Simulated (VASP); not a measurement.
VASP ran on this input.

INCAR:
```
! general
SYSTEM   =  Hg
PREC     =  Accurate
ENCUT    =  480
LREAL    =  .False.
LASPH    =  .True.

! electronic loop
EDIFF    =  1E-6
NELM     =  100
ALGO     =  Normal
LMAXMIX  =  6

! smearing
ISMEAR   =  1
SIGMA    =  0.1

! functional
GGA      =  PE

! ions
IBRION   =  2
NSW      =  60
ISIF     =  3
EDIFFG   =  -0.01

! output
LWAVE    =  .False.
LCHARG   =  .False.
```

**KPOINTS**
```
kpoints
0
Gamma
11 11 11
```

**POSCAR**
```
Hg
1
    2.5486104944    -1.8820066055    -0.0460152723
    2.5486104944     1.8820066055    -0.0460152723
    1.2125366021     0.0000000000     2.9273256145
Hg
1
Direct
  0.0000000000   0.0000000000   0.0000000000
```

POTCAR, in this order: Hg (PBE.64 set). Program: vasp_std.

Task: Write an equivalent input for Quantum ESPRESSO's pw.x.

Result: One equivalent input (not run):
```
&CONTROL
  calculation = 'vc-relax'
  pseudo_dir = './pseudo'
  outdir = './out'
  tprnfor = .true.
  tstress = .true.
  nstep = 60
  forc_conv_thr = 0.00039
/
&SYSTEM
  ibrav = 0
  nat = 1
  ntyp = 1
  ecutwfc = 66
  occupations = 'smearing'
  smearing = 'methfessel-paxton'
  degauss = 0.00735
  input_dft = 'pbe'
/
&ELECTRONS
  conv_thr = 7.3e-08
  electron_maxstep = 100
/
&IONS
/
&CELL
/
ATOMIC_SPECIES
  Hg 200.592 Hg.upf
CELL_PARAMETERS angstrom
     2.5486105   -1.8820066   -0.0460153
     2.5486105    1.8820066   -0.0460153
     1.2125366    0.0000000    2.9273256
ATOMIC_POSITIONS crystal
  Hg   0.0000000  0.0000000  0.0000000
K_POINTS automatic
  11 11 11 0 0 0
```
What does not carry over: the potentials are each code's own (VASP's PAW set, PseudoDojo norm-conserving files in pw.x), so ENCUT and ecutwfc are chosen apart and not converted; conv_thr bounds pw.x's estimated SCF error, while EDIFF bounds the energy change between steps; forc_conv_thr acts on force components and is met together with etot_conv_thr.

The compound is Hg in the a10 structure. It was relaxed first, which changed the volume by +23 %. The start is the result of an earlier pass.
